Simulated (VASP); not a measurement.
Level of theory: rev-vdW-DF2, VASP's PBE PAW potentials (set 64) (plane waves; VASP 6.6.1).

The input files of a VASP run:

### KPOINTS
```
Regular mesh
0
Gamma
12 12 12
```

File POSCAR:
```
ZrC
1.0
  0.0000000000   2.3500000000   2.3500000000
  2.3500000000   0.0000000000   2.3500000000
  2.3500000000   2.3500000000   0.0000000000
Zr C
1 1
Cart
  0.0000000000   0.0000000000   0.0000000000
  2.3500000000   2.3500000000   2.3500000000
```

**INCAR**
```
SYSTEM = ZrC
PREC = Accurate; ENCUT = 520; LREAL = F
LASPH = T
EDIFF = 1E-6; NELM = 100; ALGO = Normal
LMAXMIX = 4
ISMEAR = 1; SIGMA = 0.1
GGA = MK; LUSE_VDW = T; AGGAC = 0.0
PARAM1 = 0.1234568; PARAM2 = 0.7114; ZAB_VDW = -1.8867
IBRION = 2; NSW = 60; ISIF = 3
EDIFFG = -0.01
LWAVE = F; LCHARG = F
```

POTCAR, in this order: Zr_sv C (PBE.64 set). Program: vasp_std.

**Question.** Estimate the energy per atom (σ→0), volume per atom, band gap (on the k-mesh).

**Answer.** 
| Item | Result |
|---|---|
| energy per atom (σ→0) | -8.229 eV/atom |
| band gap (on the k-mesh) | none (metal, semimetal or under 0.01 eV) |
| volume per atom | 12.95 Å³/atom |

**OSZICAR**
```
...
       N       E                     dE             d eps       ncg     rms          rms(c)
DAV:   1    -0.164592491483E+02   -0.13993E-02   -0.41068E-02  1756   0.236E+00    0.445E-01
DAV:   2    -0.164582357202E+02    0.10134E-02   -0.27413E-03  1768   0.653E-01    0.131E-01
DAV:   3    -0.164580339076E+02    0.20181E-03   -0.10383E-03  2472   0.275E-01    0.459E-02
DAV:   4    -0.164580568331E+02   -0.22925E-04   -0.33675E-05  2568   0.475E-02    0.353E-02
DAV:   5    -0.164580763757E+02   -0.19543E-04   -0.29190E-05  2780   0.321E-02    0.445E-03
DAV:   6    -0.164580769724E+02   -0.59665E-06   -0.26887E-06  1836   0.146E-02
   3 F= -.16458077E+02 E0= -.16457956E+02  d E =-.864997E-04
```

The compound is ZrC in the rock salt structure. This run relaxes it. Symmetry was kept, so distortions that lower it aren't found.
